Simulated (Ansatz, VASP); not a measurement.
# Cross-check of LuTlSe2 between VASP and Ansatz

Wanted: the spread between two codes on one cell, functional and k mesh. The cell is taken from a series of runs on this material, whose earlier steps may have relaxed, scaled, displaced or heated it; both programs get it as it stands.

Program: Ansatz 0.2.0. Level of theory: plane waves, with VASP 6.6.1 beside it; relaxation of cell and atoms at PBEsol. Results are calculated unless marked as measured.

## (1) The starting structure

The structure is trigonal, space group R-3m (No. 166). The conventional cell has a = 4.025 Å, b = 4.025 Å, c = 22.902 Å, α = 90.00°, β = 90.00°, γ = 120.00°. Nearest to Lu lie 6 Se at 2.80 Å. Nearest to Tl lie 6 Se at 3.24 Å. Se has 3 Lu at 2.80 Å and 3 Tl at 3.24 Å nearest. Farther neighbours and most contacts between anions are not listed.

## (2) Ansatz: relaxation of cell and atoms, PBEsol

Ansatz runs on its default PAW (the set named soft_2) files.

The relaxed volume is the usual yardstick between codes: in a stiff, nearly cubic crystal its relative difference is about their pressure difference at one cell divided by the bulk modulus.

File input.yaml:

```yaml
crystal:
  lattice:
    - [2.012637803, 1.1619968129, 7.6341522176]
    - [-2.012637803, 1.1619968129, 7.6341522176]
    - [0.0, -2.3239941191, 7.6341521425]
  atoms:
    - { symbol: Lu, position: [1.0, 0.0, 0.0] }
    - { symbol: Tl, position: [0.5, 0.5, 0.5] }
    - { symbol: Se, position: [0.7346732695, 0.7346732695, 0.7346732695] }
    - { symbol: Se, position: [0.2653267305, 0.2653267305, 0.2653267305] }
kpoints:
  mp_grid: { grid: [9, 9, 9] }
hamiltonian:
  xc: pbesol
scf:
  occupations: { method: fixed }
output:
  forces: true
  stress: true
  eigenvalues: true
relax:
  adjacent_minimum: "off"
  f_tol: 0.001
  max_steps: 60
  cell: { stress_tol: 0.01 }
```

The run is started by

```sh
$ ansatz run input.yaml --threads 2 --pin off --max-ram 5120MiB --backend cpu --events-out ev --progress --plain --runs-dir out
```

Numbers of over 12 decimals in the logs are rounded to 6 here.

Log:

```text
basis.fft_grid_basis auto: the FFT boxes are laid along the combinations [[1, 0, -1], [0, 1, -1], [0, 0, 1]] of the cell's own vectors, 4.025, 4.025 and 7.980 Å long. The dense box has 27×27×54 points. Along the cell's own vectors, as sized, it would have 54×54×54, 4.00 times as many. Of the 12 symmetry operations that the crystal satisfies within crystal.symmetry.tolerance (time reversal apart; of a slab, those that [...]
Engine: ansatz 0.2.0, x86_64-unknown-linux-gnu
Pseudopotentials: kind: paw
Pseudopotential: Lu, paw, valence charge 25, recommended cutoff 420 eV (normal), Lu.paw.azcp
Pseudopotential: Tl, paw, valence charge 13, recommended cutoff 420 eV (normal), Tl.paw.azcp
Pseudopotential: Se, paw, valence charge 16, recommended cutoff 420 eV (normal), Se.paw.azcp
Functional definition: PBEsol
  exchange = pbesol_x
  correlation = pbesol_c
Crystal: 4 atoms, lattice volume = 107.123 Å³
Basis set: ecut = 420 eV, 2101 PW (Γ), FFT grids on a1−a3, a2−a3, a3, exchange–correlation on 54×54×108 points (8 copies of the dense FFT grid, shifted against one another)
Bands: 42, of which v1, the nominal top of the filled ones, is band 35 counted from 1 (34 counted from 0)
Symmetry: 12 space group operations
Space group: R-3m (ITA 166), of the structure as read, at distance tolerance 4.7e-5 Å
k-points: 85 of 729
Non-local potential: Lu, projectors of the file, l = 0: 3, l = 1: 2, l = 2: 2, l = 3: 3
Non-local potential: Tl, projectors of the file, l = 0: 2, l = 1: 2, l = 2: 2, l = 3: 1
Non-local potential: Se, projectors of the file, l = 0: 2, l = 1: 2, l = 2: 3, l = 3: 1
PAW form: soft (Blöchl's): semilocal exchange-correlation on the pseudo side does not see the compensation charge
PAW frozen core: Lu, regenerated for the run's functional, and the local potential with it (the file was generated under x = pbe(κ = 0.804, μ = 0.219515), c = pbe(β = 0.066725))
PAW frozen core: Tl, regenerated for the run's functional, and the local potential with it (the file was generated under x = pbe(κ = 0.804, μ = 0.219515), c = pbe(β = 0.066725))
PAW frozen core: Se, regenerated for the run's functional, and the local potential with it (the file was generated under x = pbe(κ = 0.804, μ = 0.219515), c = pbe(β = 0.066725))
PAW one-centre angular grid: Lu, 590 points (default); XC on 64 Gauss nodes
PAW one-centre angular grid: Tl, 590 points (default); XC on 64 Gauss nodes
PAW one-centre angular grid: Se, 590 points (default); XC on 64 Gauss nodes
Initial density: superposition of atomic densities (neutral atoms: chi_scale 0, normalization atom), corrected by the library's trained network
Initial wavefunctions: pseudopotential atomic-orbital guess
Functional: x = pbesol(κ = 0.804, μ = 0.123457), c = pbesol(β = 0.046)
SCF iter   1: F=—  HF=-36760.805165 eV  |F-HF|=—  |Δ(HF+E_count)|=         —  Δρ=2.86e-3  dr2=1.43e-2  ethr=1.77e-3  ⟨swp⟩=5.0  Hψ=12691  notcnv=0  defer=382
preconditioner: auto → Resta (q_TF=auto, 2.542 Å⁻¹)  ε∞=6.4  [insulator: Δε(μ)=0.838 eV  Ē_g=9.982 eV  n_scr=30 (ndim 8)  ℏωp=23.3 eV  f_vac=0.036  ε∞_Penn≈6.4]
SCF iter   2: F=—  HF=-36760.798571 eV  |F-HF|=—  |Δ(HF+E_count)|=   6.59e-3  Δρ=1.40e-3  dr2=3.16e-3  ethr=2.05e-5  ⟨swp⟩=3.0  Hψ=7559  notcnv=0  defer=420
SCF iter   3: F=—  HF=-36760.798048 eV  |F-HF|=—  |Δ(HF+E_count)|=   5.23e-4  Δρ=4.56e-4  dr2=2.04e-4  ethr=4.52e-6  ⟨swp⟩=2.0  Hψ=5409  notcnv=0  defer=420
SCF iter   4: F=—  HF=-36760.798133 eV  |F-HF|=—  |Δ(HF+E_count)|=   8.44e-5  Δρ=3.53e-4  dr2=1.12e-4  ethr=2.91e-7  ⟨swp⟩=3.0  Hψ=8772  notcnv=0  defer=411
SCF iter   5: F=—  HF=-36760.798003 eV  |F-HF|=—  |Δ(HF+E_count)|=   1.30e-4  Δρ=7.58e-5  dr2=7.28e-6  ethr=1.59e-7  ⟨swp⟩=3.0  Hψ=7220  notcnv=0  defer=258
SCF iter   6: F=—  HF=-36760.798004 eV  |F-HF|=—  |Δ(HF+E_count)|=   1.48e-6  Δρ=3.16e-5  dr2=1.08e-6  ethr=1.04e-8  ⟨swp⟩=2.0  Hψ=6383  notcnv=0  defer=118
SCF iter   7: F=—  HF=-36760.798005 eV  |F-HF|=—  |Δ(HF+E_count)|=   2.70e-7  Δρ=8.44e-6  dr2=1.00e-7  ethr=1.43e-10  ⟨swp⟩=12.6  Hψ=29251  notcnv=0
SCF iter   8: F=-36760.798005 eV  HF=-36760.798005 eV  |F-HF|=6.65e-9  |Δ(HF+E_count)|=   8.17e-8  Δρ=2.36e-6  dr2=8.62e-9  ethr=1.43e-10  ⟨swp⟩=5.9  Hψ=16608  notcnv=0
SCF 1 converged in 8 iterations: F = -36760.798005 eV  dr2 = 8.62e-9
  greatest PAW one-centre occupation: 1.000 electrons in one spin orbital (limit 2), on the Se atom at site 3 (counted from 0), in its partial waves of l = 2
relax step   1: F+E_penalty+E_count = -36760.79800466 eV  Δ(F+E_penalty+E_count) = +0.000e0 eV  max|allowed force component| = 5.196e-4 eV/Å  Δτ_max = 0.0000 Å  P = -0.006 GPa  Ω = 107.123 Å³  (8 SCF iters, dr2 threshold 1.00e-7 eV, accepted)
[...]
relax step   2: F+E_penalty+E_count = -36760.79800970 eV  Δ(F+E_penalty+E_count) = -5.039e-6 eV  max|allowed force component| = 7.357e-4 eV/Å  Δτ_max = 0.0002 Å  P = -0.000 GPa  Ω = 107.102 Å³  energy of the carried Pulay correction = +4.012e-6 eV  (6 SCF iters, dr2 threshold 2.75e-10 eV, accepted)
[...]
relax step   3: F+E_penalty+E_count = -36760.79800550 eV  Δ(F+E_penalty+E_count) = +4.204e-6 eV  max|allowed force component| = 7.417e-4 eV/Å  Δτ_max = 0.0000 Å  P = -0.000 GPa  Ω = 107.102 Å³  stress off target by 1.84e-3 GPa  SCF on the basis re-selected at this cell (its energy is not comparable with the rows above)  (7 SCF iters)
basis re-selected at this cell: Δ(F+E_penalty+E_count) = +4.204e-6 eV, ΔP = +0.000 GPa vs the last step (what re-selecting the basis moved, of the pressure what is left beyond the Pulay correction that the steps carried, after the strain that the cell walked since its last selection, with what the two solves' SCF thresholds leave and, on support functions, any second-order correction that the steps lacked; it is no m [...]
SCF converged after 7 iterations
Free energy (F): -36760.798005 eV
Harris-Foulkes:  -36760.798005 eV  (|F-HF|=7.28e-12)
Internal energy: -36760.798005 eV  (E = F + TS)
E sigma→0 (E₀):  -36760.798005 eV
Fermi energy:    10.255923 eV
--- Per-component energies (eV) ---
  E_band       = -787.544014
  E_kinetic    = 990.285997
  E_local      = -14213.202820  (includes V_loc(G=0)·N_el)
  E_nonlocal   = -284.862874
  E_hartree    = 6401.059233
  E_xc         = -654.429476
  E_vxc        = -598.876929  (∫ρ·V_xc dr)
  E_paw        = -21005.386896  (= ΣΔE_a)
  E_vpaw       = 516.995245  (= ΣTr[D̂ρ^β])
  E_aug_tail   = -0.001131  (compensation charges beyond the density's cutoff)
  E_ewald      = -7997.507372
  E_core_change = 3.247334  (= ΣΔE_core)
  E_smearing   = -0.000000  (= −TS)
  E_closure    = 0.000000  (closes the sum)
  Σ components = -36760.798005   (vs F -36760.798005, Δ=0.00e0)
--- Forces (eV/Å), atoms counted from 1 ---
  atom   1  Lu    -0.00000000     0.00000000     0.00000000
  atom   2  Tl    -0.00000000     0.00000000    -0.00000000
  atom   3  Se    -0.00000000     0.00000000    -0.00074168
  atom   4  Se     0.00000000    -0.00000000     0.00074168
  max |Σ_I F_I| component: 3.47e-18 eV/Å
--- Stress (GPa, compression-positive) ---
        0.000417       0.000000       0.000000
        0.000000       0.000417       0.000000
        0.000000       0.000000      -0.001838
  P = ⅓ Tr σ = -0.0003 GPa (-0.003 kbar)
--- Band table (eV; the first three rows and the last of 85) ---
  k-point 0: bands = [... 31 lower, 7.5817, 8.0008, 9.1671, 9.1671, 12.4771, 12.4857, 12.4857, 13.2395, ... 3 higher]
  k-point 1: bands = [... 31 lower, 7.6029, 8.4308, 8.9813, 8.9832, 12.2843, 12.7515, 12.9395, 12.9756, ... 3 higher]
  k-point 2: bands = [... 31 lower, 7.6259, 8.5085, 8.6387, 8.6793, 11.8842, 12.7139, 13.2969, 13.3620, ... 3 higher]
  k-point 84: bands = [... 31 lower, 7.5764, 8.4544, 9.0257, 9.9666, 12.1740, 12.7492, 12.8826, 13.0825, ... 3 higher]
--- Relaxed structure (2 steps of the walk, 2 accepted, 1 SCFs on fresh bases) ---
  F+E_penalty+E_count = -36760.79800550 eV   max|allowed force component| = 7.417e-4 eV/Å   (the final SCF, on the basis selected at the relaxed cell)
  cell:  # Å, volume = 107.1021 Å³
    - [2.012311, 1.161808, 7.635145]
    - [-2.012311, 1.161808, 7.635145]
    - [0, -2.323617, 7.635145]
  atoms:
    - { symbol: Lu, position: [1.0, 0.0, 5.551115123125783e-17] }
    - { symbol: Tl, position: [0.5, 0.5, 0.500000] }
    - { symbol: Se, position: [0.734684, 0.734684, 0.734684] }
    - { symbol: Se, position: [0.265316, 0.265316, 0.265316] }
```

## (3) VASP: relaxation of cell and atoms, PBEsol

The same cell, functional and mesh now go to VASP, with its own data sets.

Lines of VASP's logs that name or quote its potential files are left out, and so is its time.

File INCAR:

```
SYSTEM = LuTlSe2
PREC = Accurate
ENCUT = 500
EDIFF = 1E-07
NELM = 120
ISMEAR = 0
SIGMA = 0.01
LREAL = .FALSE.
ALGO = Normal
GGA = PS
NBANDS = 23
LORBIT = 11
LWAVE = .FALSE.
LCHARG = .FALSE.
ISIF = 3
IBRION = 2
NSW = 80
EDIFFG = -0.005
LASPH = .TRUE.
GGA_COMPAT = .FALSE.
NELMIN = 4
EFERMI = MIDGAP
KPAR = 2
```

File POSCAR:

```
LuTlSe2
1.0
    2.0126380000      1.1619970000      7.6341520000
   -2.0126380000      1.1619970000      7.6341520000
    0.0000000000     -2.3239940000      7.6341520000
Lu Tl Se
1 1 2
Direct
    0.0000000000      0.0000000000      0.0000000000
    0.5000000000      0.5000000000      0.5000000000
    0.7346732814      0.7346732814      0.7346732814
    0.2653267186      0.2653267186      0.2653267186
```

File KPOINTS:

```
Automatic mesh
0
Gamma
9 9 9
0 0 0
```

PAW data sets: Lu_3, Tl_d and Se (PBE family, release 64).

The run is started by

```sh
$ mpirun -np 2 vasp_std
```

Log:

```text
[banner, memory and clock lines left out]
running    2 mpi-ranks, on    1 nodes
 distrk:  each k-point on    1 cores,    2 groups
 distr:  one band on    1 cores,    1 groups

 POSCAR found type information on POSCAR LuTlSe
 POSCAR found :  3 types and       4 ions
|                                                                             |
|               ----> ADVICE to this user running VASP <----                  |
|                                                                             |
|     You enforced a specific xc type in the INCAR file but a different       |
|     [... a line on the potential file left out ...]
|     I HOPE YOU KNOW WHAT YOU ARE DOING!                                     |
|                                                                             |

 LDA part: xc-table for (Slater+PW92), standard interpolation
 POSCAR, INCAR and KPOINTS ok, starting setup
 FFT: planning ... GRIDC
 FFT: planning ... GRID_SOFT
 FFT: planning ... GRID
 WAVECAR not read
 entering main loop
       N       E                     dE             d eps       ncg     rms          rms(c)
DAV:   1     0.180374029616E+03    0.18037E+03   -0.15419E+04  5881   0.142E+03
DAV:   2    -0.101673664518E+02   -0.19054E+03   -0.18266E+03  6575   0.457E+02
DAV:   3    -0.210848476970E+02   -0.10917E+02   -0.10846E+02  6322   0.840E+01
DAV:   4    -0.212451527101E+02   -0.16031E+00   -0.16009E+00  5396   0.792E+00
DAV:   5    -0.212495631491E+02   -0.44104E-02   -0.44071E-02  5334   0.123E+00    0.236E+01
DAV:   6    -0.206044336799E+02    0.64513E+00   -0.12196E+00  6733   0.786E+00    0.148E+01
DAV:   7    -0.205775611417E+02    0.26873E-01   -0.95430E-01  6647   0.673E+00    0.113E+00
DAV:   8    -0.205446439052E+02    0.32917E-01   -0.27243E-01  5921   0.365E+00    0.467E-01
DAV:   9    -0.205457799663E+02   -0.11361E-02   -0.12175E-02  4431   0.595E-01    0.190E-01
DAV:  10    -0.205458805987E+02   -0.10063E-03   -0.17448E-03  6743   0.314E-01    0.743E-02
DAV:  11    -0.205458521027E+02    0.28496E-04   -0.41738E-04  6042   0.161E-01    0.335E-02
DAV:  12    -0.205458553187E+02   -0.32160E-05   -0.41513E-05  5998   0.349E-02    0.109E-02
DAV:  13    -0.205458549485E+02    0.37022E-06   -0.36912E-06  6607   0.158E-02    0.321E-03
DAV:  14    -0.205458551607E+02   -0.21213E-06   -0.62989E-07  4476   0.483E-03    0.913E-04
DAV:  15    -0.205458551983E+02   -0.37658E-07   -0.50814E-08  2977   0.245E-03
   1 F= -.20545855E+02 E0= -.20545855E+02  d E =-.205459E+02
[...]
2 F= -.20546016E+02 E0= -.20546016E+02  d E =-.160336E-03
[...]
3 F= -.20546032E+02 E0= -.20546032E+02  d E =-.176359E-03
[...]
4 F= -.20546060E+02 E0= -.20546060E+02  d E =-.287080E-04
 trial-energy change:   -0.000029  1 .order   -0.000028   -0.000034   -0.000023
 step:   3.0389(harm=  3.0389)  dis= 0.00273  next Energy=   -20.546085 (dE=-0.538E-04)
 bond charge predicted
       N       E                     dE             d eps       ncg     rms          rms(c)
DAV:   1    -0.205462118084E+02   -0.15151E-03   -0.93425E-03  5079   0.861E-01    0.702E-02
DAV:   2    -0.205461162315E+02    0.95577E-04   -0.60594E-04  5463   0.163E-01    0.347E-02
DAV:   3    -0.205460903153E+02    0.25916E-04   -0.62155E-05  6374   0.789E-02    0.200E-02
DAV:   4    -0.205460865886E+02    0.37267E-05   -0.75625E-06  6319   0.307E-02    0.929E-03
DAV:   5    -0.205460857548E+02    0.83380E-06   -0.11904E-06  6403   0.164E-02    0.244E-03
DAV:   6    -0.205460856647E+02    0.90109E-07   -0.38439E-08  2445   0.204E-03
   5 F= -.20546086E+02 E0= -.20546086E+02  d E =-.541076E-04
 curvature:  -1.63 expect dE=-0.128E-06 dE for cont linesearch -0.893E-08
 trial: gam= 0.01778 g(F)=  0.229E-08 g(S)=  0.762E-07 ort =-0.456E-06 (trialstep = 0.137E+01)
 search vector abs. value=  0.744E-07
 reached required accuracy - stopping structural energy minimisation
```

Parts of OUTCAR (step 3):

```text
ion  position               nearest neighbor table
   1  0.000  0.000  0.000-   3 2.80   4 2.80   3 2.80   3 2.80   4 2.80   4 2.80
   2  0.500  0.500  0.500-   4 3.24   3 3.24   4 3.24   4 3.24   3 3.24   3 3.24
   3  0.735  0.735  0.735-   1 2.80   1 2.80   1 2.80   2 3.24   2 3.24   2 3.24
   4  0.265  0.265  0.265-   1 2.80   1 2.80   1 2.80   2 3.24   2 3.24   2 3.24

  LATTYP: Found a trigonal (rhomboedric) cell.
 ALAT       =     7.9800517233
 COS(alpha) =     0.8727816028

 Subroutine GETGRP returns: Found 12 space group operations
 (whereof 12 operations were pure point group operations)

The static configuration has the point symmetry D_3d.

 Found     85 irreducible k-points:

   k-points           NKPTS =     85   k-points in BZ     NKDIM =     85   number of bands    NBANDS=     23

   dimension x,y,z NGX =    60 NGY =   60 NGZ =   60
   dimension x,y,z NGXF=   120 NGYF=  120 NGZF=  120

   ENCUT  =  500.0 eV  36.75 Ry    6.06 a.u.  14.55 14.55 14.55*2*pi/ulx,y,z

   NELECT =      34.0000    total number of electrons

 k-points in reciprocal lattice and weights: Automatic mesh
   0.00000000  0.00000000  0.00000000       0.001
   0.11111111  0.00000000  0.00000000       0.008
   0.22222222 -0.00000000  0.00000000       0.008
   0.33333333  0.00000000 -0.00000000       0.008
   0.44444444 -0.00000000  0.00000000       0.008
   0.11111111  0.11111111  0.00000000       0.008
   0.22222222  0.11111111  0.00000000       0.016
   0.33333333  0.11111111  0.00000000       0.016
   0.44444444  0.11111111 -0.00000000       0.016
[...]
0.44444444  0.44444444  0.44444444       0.003
  -0.44444444  0.44444444  0.44444444       0.008

 average (electrostatic) potential at core
       1 -31.3916       2 -85.0883       3 -53.7197       4 -53.7197

 E-fermi :   4.5472

 k-point     1 :       0.0000    0.0000    0.0000
  band No.  band energies     occupation
    ...
     13       1.4480      2.00000
     14       1.4480      2.00000
     15       1.7811      2.00000
     16       2.9771      2.00000
     17       2.9771      2.00000
     18       6.3696      0.00000
     19       6.3759      0.00000
     20       6.3759      0.00000
     21       7.1358      0.00000
     22       9.0031      0.00000
    ...

 k-point     2 :       0.1111    0.0000    0.0000
  band No.  band energies     occupation
    ...
     13       1.1542      2.00000
     14       1.4667      2.00000
     15       2.2492      2.00000
     16       2.8001      2.00000
     17       2.8122      2.00000
     18       6.1706      0.00000
     19       6.6395      0.00000
     20       6.8265      0.00000
     21       6.8659      0.00000
     22       8.0673      0.00000
    ...

 k-point     3 :       0.2222   -0.0000    0.0000
  band No.  band energies     occupation
    ...
     13       0.4472      2.00000
     14       1.4868      2.00000
     15       2.3517      2.00000
     16       2.4661      2.00000
     17       2.5311      2.00000
     18       5.7661      0.00000
     19       6.5877      0.00000
     20       7.1837      0.00000
     21       7.2441      0.00000
     22       7.7275      0.00000
    ...

  Total       -0.0015794     -0.0015794      0.0011536      0.0000000      0.0000000      0.0000000
  in kB       -0.0236531     -0.0236531      0.0172770      0.0000000      0.0000000      0.0000000
  external PRESSURE =      -0.0100097 kB  Pullay stress =       0.0000000 kB

  energy-cutoff  :      500.00
  volume of cell :      106.98
      direct lattice vectors                 reciprocal lattice vectors
     2.011748249  1.161483302  7.630855838     0.248540045  0.143494673  0.043682300
    -2.011748249  1.161483302  7.630855838    -0.248540045  0.143494673  0.043682300
     0.000000000 -2.322966604  7.630855838     0.000000000 -0.286989346  0.043682300

 POSITION                                       TOTAL-FORCE (eV/Angst)
 -----------------------------------------------------------------------------------
      0.00000      0.00000      0.00000         0.000000     -0.000000      0.000000
      0.00000      0.00000     11.44628         0.000000     -0.000000      0.000000
      0.00000      0.00000     16.81435         0.000000     -0.000000      0.000154
      0.00000      0.00000      6.07822         0.000000      0.000000     -0.000154
 -----------------------------------------------------------------------------------
    total drift:                                0.000000      0.000000      0.000000

  FREE ENERGIE OF THE ION-ELECTRON SYSTEM (eV)
  ---------------------------------------------------
  free  energy   TOTEN  =       -20.5460856647 eV

  energy  without entropy=      -20.5460856647  energy(sigma->0) =      -20.54608566

 reached required accuracy - stopping structural energy minimisation

 total charge
# of ion       s       p       d       tot
------------------------------------------
    1        0.360   6.592   0.964   7.915
    2        1.283   0.197   9.664  11.144
    3        1.448   2.436   0.017   3.900
    4        1.448   2.436   0.017   3.900
--------------------------------------------------
tot          4.539  11.660  10.662  26.861

[... 3 further parts left out ...]
```

## (4) Differences

Known differences besides the potentials themselves: fixed occupations in Ansatz, narrow Gaussian smearing in VASP; the data sets hold 70 valence electrons in Ansatz (on its default PAW (the set named soft_2) files) and 34 in VASP; the cutoff is 420 eV in Ansatz and 500 eV in VASP; Ansatz makes its cores anew for this functional, VASP keeps those of its PBE data sets; Ansatz adds a Pulay correction to the stress that steers its cell, VASP none. Total energies have different zeros and are not compared.

Compared:

```
                                         quantity  Ansatz    VASP  difference
                                      volume (Å³)  107.10  106.98     +0.11 %
edge a after relaxation, in the typed setting (Å)   7.981   7.977     +0.05 %
```

## (5) Outcome

```yaml
difference_in_volume_relaxation_of_cell_and_atoms_pbesol: 0.11 %
```

The difference in volume is 0.11 % (relaxation of cell and atoms, PBEsol), within the 1.2 % picked in this series as the mark of a large difference, as far as the stopping tolerances let one tell. The data sets hold unlike numbers of valence electrons (70 in Ansatz and 34 in VASP), so part of the differences comes from the potentials. 1 further run of this series is not shown here. How closely two codes agree says nothing of how well the functional describes the real material.

[Lines on the potential files, build, host, timing and source positions are cut from VASP's logs without a mark.]

[Logs are printed without paths, hosts, clocks, repeated set-up lines and the standing remarks that a program may print on its own settings, such as how far it seeks lower states.]

[Hosts, paths, dates, database ids (printed as entryN), source tags and the programs' standing remarks are cut or masked in the printed files.]
